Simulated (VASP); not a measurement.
Here is the system:

```xyz
2
Lattice="0.0000 3.4506 3.4506 3.4506 0.0000 3.4506 3.4506 3.4506 0.0000" Properties=species:S:1:pos:R:3 pbc="T T T"
Cs     0.0000     0.0000     0.0000
Cl     3.4506     3.4506     3.4506
```

Calculation: PBEsol GGA, VASP's PBE PAW potentials (set 64) (plane waves; VASP 6.6.1). Run with 400 eV cut-off, 6×6×6 Γ-centred mesh, Gaussian smearing of 0.050 eV, potentials Cs_sv Cl.

Unless said otherwise, spin-orbit coupling is left out, though it shifts the bands of the heavy elements here.

Q: What does the run give for the energy per atom (σ→0), band gap (on the k-mesh) with the smallest direct gap where there is one?

A: 
```
Item                                         Result
-----------------------------------  --------------
band gap (on the k-mesh)                    4.88 eV
smallest direct gap (on the k-mesh)         4.92 eV
energy per atom (σ→0)                -3.437 eV/atom
```

The absolute energy has meaning only against runs of the same code, potentials and settings.

The structure was generated: CsCl was put into the rock salt type (Fm-3m), which need not be its known phase. It was relaxed first, which changed the volume by -21 %. The start is the result of an earlier pass.
